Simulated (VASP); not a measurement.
Method: LDA (Ceperley-Alder, Perdew-Zunger), VASP's LDA PAW potentials (set 64) (plane waves; VASP). Each cell was relaxed at this level.

### Question
Which of these has an unstable (imaginary) mode at Γ?
A) AgI, P6_3mc (186)
B) BaSrO2, P4/mmm (123)
C) AlAs, F-43m (216)
D) GaN, F-43m (216)

### Answer
B, BaSrO2, P4/mmm (123). Its optical Γ-point modes are 100i, 22 (×2), 104 (×2), 170, 238 (×2), 300 cm⁻¹.
